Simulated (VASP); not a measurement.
Level of theory: PBE GGA, VASP's PBE PAW potentials (set 64) (plane waves; VASP).

A VASP calculation is set up with these files.

**INCAR**
```
SYSTEM  =  ZrC
PREC  =  Accurate; ENCUT  =  520; LREAL  =  .FALSE.
LASPH  =  .TRUE.
EDIFF  =  1E-6; NELM  =  100; ALGO  =  Normal
LMAXMIX  =  4
ISMEAR  =  -5
GGA  =  PE
ISIF  =  2
LWAVE  =  .FALSE.; LCHARG  =  .FALSE.
```

### POSCAR
```
ZrC
1
    0.0000000000     2.3970000000     2.3970000000
    2.3970000000     0.0000000000     2.3970000000
    2.3970000000     2.3970000000     0.0000000000
Zr C
1 1
Direct
  0.0000000000   0.0000000000   0.0000000000
  0.5000000000   0.5000000000   0.5000000000
```

### KPOINTS
```
Automatic mesh
0
Gamma
12 12 12
0 0 0
```

POTCAR, in this order: Zr_sv C (PBE.64 set). Program: vasp_std.

Problem. Predict the energy per atom (σ→0), band gap (on the k-mesh).

Solution. 
| Quantity | Value |
|---|---|
| energy per atom (σ→0) | -9.707 eV/atom |
| band gap (on the k-mesh) | none (metal, semimetal or under 0.01 eV) |

OSZICAR:
```
...
DAV:   7    -0.194300637406E+02    0.17067E+00   -0.94341E-01  2036   0.753E+00    0.514E+00
DAV:   8    -0.194171076162E+02    0.12956E-01   -0.16243E-01  1836   0.375E+00    0.124E+00
DAV:   9    -0.194134658098E+02    0.36418E-02   -0.31169E-02  2196   0.121E+00    0.441E-01
DAV:  10    -0.194138281161E+02   -0.36231E-03   -0.20837E-03  2036   0.582E-01    0.314E-01
DAV:  11    -0.194136190681E+02    0.20905E-03   -0.75608E-04  1928   0.219E-01    0.176E-02
DAV:  12    -0.194136181825E+02    0.88554E-06   -0.13804E-05  2528   0.388E-02    0.109E-02
DAV:  13    -0.194136181444E+02    0.38150E-07   -0.56848E-07  1120   0.716E-03
   1 F= -.19413618E+02 E0= -.19413618E+02  d E =0.000000E+00
```

The compound is ZrC in the rock salt structure. The cell was not relaxed at this level. The run is one of a series of settings (ISMEAR = -5, SIGMA removed against the base run), some of them coarse on purpose.
